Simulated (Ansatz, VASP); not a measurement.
# TaN (TaN(310) slab): VASP beside Ansatz, part 2 of 2

Wanted: the spread between two codes on one cell, functional and k mesh. The cell is taken from a series of runs on this material, whose earlier steps may have relaxed, scaled, displaced or heated it; both programs get it as it stands.

VASP 6.6.1 and Ansatz 0.2.0.

So far. Step 4 (Side by side): The forces differ by 8.8 meV/Å r.m.s., which is 1.3 % of the r.m.s. force of 0.662 eV/Å (both taken over all components). With vacuum in the cell, a pressure given here is an average over mostly empty space and none of the material.

## (6) VASP: single point, PBEsol

Level of this step: PBEsol; plane waves and PAW (N, Ta_pv) (VASP).

The same cell, functional, mesh and smearing now go to VASP, with its own data sets.

Contents of INCAR:

```
SYSTEM = TaN
PREC = Accurate
ENCUT = 520
EDIFF = 1E-06
NELM = 120
ISMEAR = -1
SIGMA = 0.1
LREAL = Auto
ALGO = Normal
GGA = PS
NBANDS = 172
LASPH = .TRUE.
LORBIT = 11
LWAVE = .FALSE.
LCHARG = .FALSE.
ISIF = 2
GGA_COMPAT = .FALSE.
KPAR = 4
```

Contents of POSCAR:

```
TaN
1.0
    4.4200000000      0.0000000000      0.0000000000
    0.0000000000      6.9886300000      0.0000000000
    0.0000000000      0.0000000000     26.8806800000
N Ta
18 18
Direct
    0.0000000000      0.9344100000      0.2793000000
    0.5000000000      0.2372900000      0.2906900000
    0.0000000000      0.5082500000      0.3225100000
    0.5000000000      0.8006500000      0.3584800000
    0.0000000000      0.1005700000      0.3859800000
    0.5000000000      0.4051100000      0.4124300000
    0.0000000000      0.7252200000      0.4287500000
    0.5000000000      0.0106600000      0.4559300000
    0.0000000000      0.3135200000      0.4846400000
    0.5000000000      0.5864800000      0.5153600000
    0.0000000000      0.8893400000      0.5440700000
    0.5000000000      0.1747800000      0.5712500000
    0.0000000000      0.4948900000      0.5875700000
    0.5000000000      0.7994300000      0.6140200000
    0.0000000000      0.0993500000      0.6415200000
    0.5000000000      0.3917500000      0.6774900000
    0.0000000000      0.6627100000      0.7093100000
    0.5000000000      0.9655900000      0.7207000000
    0.5000000000      0.9385600000      0.2888900000
    0.0000000000      0.2101900000      0.3122400000
    0.5000000000      0.4867400000      0.3322300000
    0.0000000000      0.7810700000      0.3484200000
    0.5000000000      0.1138900000      0.3795800000
    0.0000000000      0.4161500000      0.4062400000
    0.5000000000      0.7059100000      0.4369100000
    0.0000000000      0.0074800000      0.4659200000
    0.5000000000      0.2873800000      0.4933400000
    0.0000000000      0.6126200000      0.5066600000
    0.5000000000      0.8925200000      0.5340800000
    0.0000000000      0.1940900000      0.5630900000
    0.5000000000      0.4838500000      0.5937600000
    0.0000000000      0.7861100000      0.6204200000
    0.5000000000      0.1189300000      0.6515800000
    0.0000000000      0.4132600000      0.6677700000
    0.5000000000      0.6898100000      0.6877600000
    0.0000000000      0.9614400000      0.7111100000
```

Contents of KPOINTS:

```
Automatic mesh
0
Gamma
8 5 1
0 0 0
```

The projector-augmented-wave data sets are N and Ta_pv (PBE family, release 64).

On the command line:

```console
> mpirun -np 4 vasp_std
```

Numbers of over 12 decimals in the logs are rounded to 6 here.

The log of the run:

```text
[banner, memory and clock lines left out]
running    4 mpi-ranks, on    1 nodes
[...]
|                                                                             |
|               ----> ADVICE to this user running VASP <----                  |
|                                                                             |
|     You enforced a specific xc type in the INCAR file but a different       |
|     [... a line on the potential file left out ...]
|     I HOPE YOU KNOW WHAT YOU ARE DOING!                                     |
|                                                                             |

 LDA part: xc-table for (Slater+PW92), standard interpolation
 POSCAR, INCAR and KPOINTS ok, starting setup
[...]
entering main loop
       N       E                     dE             d eps       ncg     rms          rms(c)
DAV:   1     0.298696954355E+04    0.29870E+04   -0.15860E+05  6072   0.158E+03
DAV:   2    -0.206646628581E+03   -0.31936E+04   -0.31199E+04  6052   0.451E+02
DAV:   3    -0.452789042679E+03   -0.24614E+03   -0.24142E+03  6560   0.115E+02
DAV:   4    -0.463629332109E+03   -0.10840E+02   -0.10665E+02  6312   0.230E+01
[...]
DAV:  29    -0.412329711058E+03   -0.10890E-04   -0.82905E-07  3792   0.840E-04    0.407E-04
DAV:  30    -0.412329713935E+03   -0.28770E-05   -0.19477E-07  3600   0.598E-04    0.169E-04
DAV:  31    -0.412329714568E+03   -0.63288E-06   -0.55403E-08  3208   0.394E-04
   1 F= -.41232971E+03 E0= -.41210758E+03  d E =-.444264E+00
```

Parts of OUTCAR (step 6):

```text
  Total      -60.6167452    -19.6592456    -16.6237316      0.0000000      0.0294241      0.0000000
  in kB     -116.9630346    -37.9334953    -32.0763197      0.0000000      0.0567753      0.0000000
  external PRESSURE =     -62.3242832 kB  Pullay stress =       0.0000000 kB

 POSITION                                       TOTAL-FORCE (eV/Angst)
 -----------------------------------------------------------------------------------
      0.00000      6.53025      7.50777         0.000000      0.113407      0.313800
      2.21000      1.65833      7.81394         0.000000     -0.102402      0.365410
      0.00000      3.55197      8.66929         0.000000     -0.086824      0.158489
      2.21000      5.59545      9.63619         0.000000     -0.032053     -0.040560
      0.00000      0.70285     10.37540         0.000000      0.084238     -0.089078
      2.21000      2.83116     11.08640         0.000000      0.034159     -0.103928
      0.00000      5.06829     11.52509         0.000000     -0.048910      0.035916
      2.21000      0.07450     12.25571         0.000000      0.145123     -0.125895
      0.00000      2.19108     13.02745         0.000000     -0.084092     -0.049483
      2.21000      4.09869     13.85323         0.000000      0.084092      0.049483
      0.00000      6.21527     14.62497         0.000000     -0.145123      0.125895
      2.21000      1.22147     15.35559         0.000000      0.048910     -0.035916
      0.00000      3.45860     15.79428         0.000000     -0.034159      0.103928
      2.21000      5.58692     16.50528         0.000000     -0.084238      0.089078
[...]
-----------------------------------------------------------------------------------
    total drift:                                0.000000     -0.000009      0.000101

  FREE ENERGIE OF THE ION-ELECTRON SYSTEM (eV)
  ---------------------------------------------------
  free  energy   TOTEN  =      -412.3297145676 eV

  energy  without entropy=     -411.8854501935  energy(sigma->0) =     -412.10758238

[... 1 part as in an earlier step ...]

[... 1 further part left out ...]
[key lines of the parts left out:]
E-fermi :   2.1135
```

## (7) Comparison

What differs besides the data sets and the points named for the pairs above, as far as they apply: the data sets hold 324 valence electrons in Ansatz (on its default PAW (the set named soft_2) files) and 288 in VASP; Ansatz makes its cores anew for this functional, VASP keeps those of its PBE data sets. Total energies have different zeros and are not compared.

Forces on 7 of the 36 atoms, those with the largest forces and the largest differences (eV/Å; atoms numbered as in POSCAR):

```csv
atom,"Ansatz x, y, z","VASP x, y, z"
N1,"0.000, 0.133, 0.354","0.000, 0.113, 0.314"
N2,"0.000, -0.112, 0.400","0.000, -0.102, 0.365"
N17,"0.000, 0.112, -0.400","0.000, 0.102, -0.365"
N18,"0.000, -0.133, -0.354","0.000, -0.113, -0.314"
Ta19,"0.000, 0.068, 0.398","0.000, 0.050, 0.348"
Ta32,"0.000, 0.130, -0.198","0.000, 0.128, -0.186"
Ta36,"0.000, -0.068, -0.398","0.000, -0.050, -0.348"
```

The forces differ by 13 meV/Å r.m.s., which is 11.8 % of the r.m.s. force of 0.108 eV/Å (both taken over all components). With vacuum in the cell, a pressure given here is an average over mostly empty space and none of the material.

## (8) What came out

```
r.m.s. force difference (single point, PBE)    : 1.3 % of the r.m.s. force
r.m.s. force difference (single point, PBEsol) : 13 meV/Å
```

What this shows: The r.m.s. force difference is 13 meV/Å (single point, PBEsol), beyond the 12 meV/Å picked in this series as the mark of a large difference. The data sets hold unlike numbers of valence electrons (324 in Ansatz and 288 in VASP), so part of the differences comes from the potentials. What causes the difference of the single point, PBEsol pair stays open here. 1 further run of this series is not shown here. How closely two codes agree says nothing of how well the functional describes the real material.

[Lines on the potential files, build, host, timing and source positions are cut from VASP's logs without a mark.]

[Logs are printed without paths, hosts, clocks, repeated set-up lines and the standing remarks that a program may print on its own settings, such as how far it seeks lower states.]

[Hosts, paths, dates, database ids (printed as entryN), source tags and the programs' standing remarks are cut or masked in the printed files.]
